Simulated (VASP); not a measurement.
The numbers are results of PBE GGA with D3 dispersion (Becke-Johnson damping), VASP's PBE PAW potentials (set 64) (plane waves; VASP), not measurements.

VASP ran on this input.

### INCAR
```
EDIFF=1E-7   ! SCF stop (eV)
LMAXMIX=4   ! l cut-off of mixed one-centre charges
SYSTEM=SnTe
LASPH=.TRUE.   ! aspherical one-centre terms
LWAVE=.FALSE.
PREC=Accurate
ISIF=2   ! forces and stress, cell fixed
LCHARG=.TRUE.
LREAL=.FALSE.
ALGO=Normal
ENCUT=520   ! plane-wave cut-off (eV)
LORBIT=11   ! lm-projected
GGA=PE
NELM=100
NEDOS=601   ! DOS grid
ISMEAR=-5
IVDW=12
```

**POSCAR**
```
SnTe
3.1527540
  0.0000000000   1.0000000164   1.0000000164
  1.0000000164   0.0000000000   1.0000000164
  1.0000000164   1.0000000164   0.0000000000
Sn Te
1 1
Cartesian
  0.0000000000   0.0000000000   0.0000000000
  1.0000000164   1.0000000164   1.0000000164
```

**KPOINTS**
```
kpoints
0
Gamma
  8 8 8
```

POTCAR, in this order: Sn_d Te (PBE.64 set). Program: vasp_std.

The run wrote:

File OSZICAR:
```
       N       E                     dE             d eps       ncg     rms          rms(c)
DAV:   1     0.124711227600E+03    0.12471E+03   -0.98052E+03   818   0.165E+03
DAV:   2     0.330564077919E+01   -0.12141E+03   -0.11998E+03   860   0.375E+02
DAV:   3    -0.730525014816E+01   -0.10611E+02   -0.10590E+02  1046   0.986E+01
DAV:   4    -0.758148048147E+01   -0.27623E+00   -0.27617E+00   950   0.176E+01
DAV:   5    -0.759327172565E+01   -0.11791E-01   -0.11791E-01  1156   0.343E+00    0.476E+00
DAV:   6    -0.754101967387E+01    0.52252E-01   -0.13024E-01  1010   0.281E+00    0.297E+00
DAV:   7    -0.754231238993E+01   -0.12927E-02   -0.53678E-02  1008   0.137E+00    0.776E-01
DAV:   8    -0.754247464277E+01   -0.16225E-03   -0.75402E-03   956   0.824E-01    0.182E-01
DAV:   9    -0.754258649765E+01   -0.11185E-03   -0.53322E-04  1004   0.269E-01    0.368E-02
DAV:  10    -0.754259535264E+01   -0.88550E-05   -0.76183E-05   928   0.872E-02    0.150E-02
DAV:  11    -0.754260145713E+01   -0.61045E-05   -0.38265E-05   910   0.572E-02    0.217E-02
DAV:  12    -0.754260072787E+01    0.72925E-06   -0.30507E-06  1010   0.147E-02    0.112E-02
DAV:  13    -0.754260001510E+01    0.71277E-06   -0.93544E-07   956   0.816E-03    0.340E-03
DAV:  14    -0.754260016980E+01   -0.15469E-06   -0.25573E-07   604   0.618E-03    0.205E-03
DAV:  15    -0.754260023088E+01   -0.61082E-07   -0.27985E-08   448   0.135E-03
   1 F= -.83429249E+01 E0= -.83429249E+01  d E =0.000000E+00
```

**OUTCAR**
```
------------------------ aborting loop because EDIFF is reached ----------------------------------------
 Edisp (eV)   -0.80032
  FORCE on cell =-STRESS in cart. coord.  units (eV):
  Direction    XX          YY          ZZ          XY          YZ          ZX
  --------------------------------------------------------------------------------------
  Total       0.02018     0.02018     0.02018     0.00000     0.00000     0.00000
  in kB       0.51580     0.51580     0.51580     0.00000     0.00000     0.00000
  external pressure =        0.52 kB  Pullay stress =        0.00 kB
  volume of cell :       62.68
      direct lattice vectors                 reciprocal lattice vectors
     0.000000000  3.152754052  3.152754052    -0.158591502  0.158591502  0.158591502
     3.152754052  0.000000000  3.152754052     0.158591502 -0.158591502  0.158591502
     3.152754052  3.152754052  0.000000000     0.158591502  0.158591502 -0.158591502
 POSITION                                       TOTAL-FORCE (eV/Angst)
 -----------------------------------------------------------------------------------
      0.00000      0.00000      0.00000        -0.000000      0.000000     -0.000000
      3.15275      3.15275      3.15275         0.000000     -0.000000      0.000000
 -----------------------------------------------------------------------------------
    total drift:                               -0.000000      0.000000      0.000000
  FREE ENERGIE OF THE ION-ELECTRON SYSTEM (eV)
  ---------------------------------------------------
  free  energy   TOTEN  =        -8.3429248901 eV

  energy  without entropy=       -8.3429248901  energy(sigma->0) =       -8.34292489

 total charge

# of ion       s       p       d       tot
------------------------------------------
    1        1.368   0.736   9.985  12.089
    2        1.384   1.967   0.030   3.381
--------------------------------------------------
tot          2.752   2.703  10.015  15.471
```
(Selected blocks of OUTCAR.)

The compound is SnTe in the rock salt structure, which distorts at low temperature. It was relaxed first.
